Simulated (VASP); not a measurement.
# A slab model of Li(100), part 2 of 2

How does Li(100) behave as a surface?

VASP 6.6.1; LDA; plane waves and PAW (Li).

So far: Set-up; Vacuum level and density of states.

## Step 2: Vacuum level and density of states (continued)

Electrostatic potential energy in the ca plane at fractional y = 0.000, with atoms of Li within 0.2 Å of it. With pseudopotentials it is smooth inside the atoms' cores, unlike the true potential.

Ten even steps from '0' (-26 eV) to '9' (2 eV), each cell a mean:
```
30038999972015899985102799998300378999999999
75578999986568999998656899998755789999999999
88899999999889999999889999999988899999999999
99999999999999999999999999999999999999999999
99999999999999999999999999999999999999999999
99999999999999999999999999999999999999999999
87789999998788999998878999999877889999999999
52258999984236899986324899998522589999999999
20027999961004899984001699997200278999999999
```
Columns run along c (16.0 Å, from fractional 0.30 to 0.86 of the cell; values clipped at the 3rd and 97th percentile), rows up along a (3.5 Å). Atoms in or near the plane, at fractional coordinates: Li at (0.32, 0.00), Li at (0.44, 0.00), Li at (0.56, 0.00), Li at (0.68, 0.00).

Valence density in the ca plane at fractional y = 0.000, with atoms of Li within 0.2 Å of it. It is the smooth field of the valence electrons, not physical close to the nuclei.

Ten even steps from '0' (0.000 e/Å³) to '9' (0.054 e/Å³), each cell a mean:
```
23358999875346899986435789998533222100000000
34679999987667899987667899999764332100000000
56899999998889999999888999999986532100000000
57899999999999999999999999999987532100000000
57899999999999999999999999999987532100000000
57899999999999999999999999999987532100000000
45789999988778999998778899999875432100000000
34469999876557899987556789999644322100000000
23248999864336899986334689998423221100000000
```
Columns run along c (16.0 Å, from fractional 0.30 to 0.86 of the cell), rows up along a (3.5 Å). Atoms in or near the plane, at fractional coordinates: Li at (0.32, 0.00), Li at (0.44, 0.00), Li at (0.56, 0.00), Li at (0.68, 0.00).

ELF in the ca plane at fractional y = 0.000, with atoms of Li within 0.2 Å of it. It is the smooth field of the valence electrons, not physical close to the nuclei.

Ten even steps from '0' (0.00) to '9' (0.79), each cell a mean:
```
00014787520001577741000267874000001111000000
21247887642114678763112577887421233211000000
67788887765556788776556677888877665321000000
99999887777778888888777777889999876421000000
99999887778888888888888777889999986431000000
88999887777677788877767777889998875421000000
44468887753235778765323677888644444321000000
00025887630002578752000367875100012211000000
00004787510001477740000267873000001111000000
```
Columns run along c (16.0 Å, from fractional 0.30 to 0.86 of the cell), rows up along a (3.5 Å). Atoms in or near the plane, at fractional coordinates: Li at (0.32, 0.00), Li at (0.44, 0.00), Li at (0.56, 0.00), Li at (0.68, 0.00).

Only the dipole across the slab is computed (IDIPOL = 3); zeros along the plane are no results.

The density of states holds every band computed, so its fall toward the upper end of the range is no gap.

The map of layer states is cut here 0.5 eV above the Fermi level, so it leaves out the states above that.

The vacuum level lies 3.12 eV above the Fermi level at the upper face; both faces agree, as the slab has next to no dipole.

The program found no field-free point at its default tolerance, but its printed level agrees with the flat part of the planar average.

On this mesh the fine structure of the density of states is sampling noise, and high empty states may be cut by the number of bands.

## Step 3: Putting the energies together

This step: slab, LDA; plane waves and PAW (VASP 6.6.1).

This step runs nothing: it gathers the runs above.

## Step 4: Slab, bad settings

This step: LDA; plane waves and PAW (Li) (VASP 6.6.1).

As a lesson, the run is repeated with a fault in its input.

Contents of INCAR:

```
SYSTEM = Li
PREC = Normal
ENCUT = 300
EDIFF = 1E-06
NELM = 54
ISMEAR = -1
SIGMA = 0.1
LREAL = .FALSE.
ALGO = Damped
GGA = CA
NBANDS = 10
LORBIT = 11
LWAVE = .FALSE.
LCHARG = .FALSE.
KPAR = 2
IDIPOL = 3
LDIPOL = .TRUE.
DIPOL = 0.5 0.5 0.5
LVHAR = .TRUE.
LVACPOTAV = .TRUE.
TIME = 8
```

Contents of POSCAR:

```
Li
1.0
    3.4900000000      0.0000000000      0.0000000000
    0.0000000000      3.4900000000      0.0000000000
    0.0000000000      0.0000000000     28.4700000000
Li
7
Direct
    0.0000000000      0.0000000000      0.3161222339
    0.5000000000      0.5000000000      0.3774148226
    0.0000000000      0.0000000000      0.4387074113
    0.5000000000      0.5000000000      0.5000000000
    0.0000000000      0.0000000000      0.5612925887
    0.5000000000      0.5000000000      0.6225851774
    0.0000000000      0.0000000000      0.6838777661
```

Contents of KPOINTS:

```
Automatic mesh
0
Gamma
12 12 1
0 0 0
```

The projector-augmented-wave data sets are Li (LDA family, release 64).

On the command line:

```bash
mpirun -np 2 vasp_std
```

The program printed:

```text
[banner, memory and clock lines left out]
running    2 mpi-ranks, on    1 nodes
[...]
LDA part: xc-table for (Slater(with rela. corr.)+CA(PZ))
 , standard interpolation
 POSCAR, INCAR and KPOINTS ok, starting setup
[...]
entering main loop
       N       E                     dE             d eps       ncg     rms           ort
DAV:   1     0.125728546999E+02    0.12573E+02   -0.99064E+02   280   0.276E+02
DAV:   2    -0.850362261108E+01   -0.21076E+02   -0.20007E+02   280   0.709E+01
DAV:   3    -0.127283484918E+02   -0.42247E+01   -0.40823E+01   280   0.319E+01
DAV:   4    -0.140356576612E+02   -0.13073E+01   -0.12460E+01   280   0.170E+01
[...]
DMP:  18     0.112378983726E+04    0.80264E+03   -0.60711E+05   280   0.754E+04  -0.158E+03
DMP:  19     0.186063571015E+03   -0.93773E+03   -0.22909E+05   280   0.283E+04  -0.107E+03
DMP:  20     0.135878118768E+04    0.11727E+04   -0.13484E+05   280   0.166E+04  -0.730E+02
|                                                                             |
|     EEEEEEE  RRRRRR   RRRRRR   OOOOOOO  RRRRRR      ###     ###     ###     |
|     E        R     R  R     R  O     O  R     R     ###     ###     ###     |
|     E        R     R  R     R  O     O  R     R     ###     ###     ###     |
|     EEEEE    RRRRRR   RRRRRR   O     O  RRRRRR       #       #       #      |
|     E        R   R    R   R    O     O  R   R                               |
|     E        R    R   R    R   O     O  R    R      ###     ###     ###     |
|     EEEEEEE  R     R  R     R  OOOOOOO  R     R     ###     ###     ###     |
|                                                                             |
|     ERROR in diagonalization PDSYEVX/ PZHEEVX: IFAIL= 8                     |
|                                                                             |
|       ---->  I REFUSE TO CONTINUE WITH THIS SICK JOB ... BYE!!! <----       |
|                                                                             |

1
1
```

The job ended after 9 s (2 MPI ranks of Intel Xeon Platinum 8488C (Sapphire Rapids), shared host).

The run ended with an error.

VASP's message: “ERROR in diagonalization PDSYEVX/ PZHEEVX: IFAIL= 8”. No number of this run is used.

The fault in the input: damping step far too long (ALGO = "Damped" and TIME = 8.0). Lower TIME to 0.4 or under.

## Step 5: Outcome

| Item | Value |
| --- | --- |
| work function of the slab | 3.12 eV |

The work function is 3.12 eV at both faces. No atom was relaxed. The cell in the plane was kept as given and was not relaxed here.

[Lines on the potential files, build, host, timing and source positions are cut from VASP's logs without a mark.]

[Logs are printed without paths, hosts, clocks, repeated set-up lines and the standing remarks that a program may print on its own settings, such as how far it seeks lower states.]

[Hosts, paths, dates, database ids (printed as entryN), source tags and the programs' standing remarks are cut or masked in the printed files.]

[In band tables of VASP the shares of atoms and orbitals are scaled to a sum of 1 inside the atoms' spheres.]

[Runs that stopped without an error message from VASP are left out.]
